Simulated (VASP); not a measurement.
Input:

```
CELL_PARAMETERS angstrom
      4.10365     0.00000     0.00000
     -2.05182     3.55387     0.00000
      0.00000     0.00000    22.92700
ATOMIC_POSITIONS crystal
  Bi 0.33333 0.66667 0.41620
  Bi 0.00000 0.00000 0.58380
  Se 0.00000 0.00000 0.34773
  Se 0.66667 0.33333 0.50000
  Se 0.33333 0.66667 0.65227
```

Calculation: PBEsol GGA, VASP's PBE PAW potentials (set 64) (plane waves; VASP 6.6.1). Run with 400 eV cut-off, 14×14×1 Γ-centred mesh, Gaussian smearing of 0.010 eV, potentials Bi_d Se.

The cell holds a wide vacuum, so values per volume refer to the whole cell.

Task: What does the run give for the energy per atom (σ→0)?

Result: 
The energy per atom (σ→0) is -4.391 eV/atom.

The absolute energy has meaning only against runs of the same code, potentials and settings.

The cell is a sheet with vacuum, built from a generated structure.
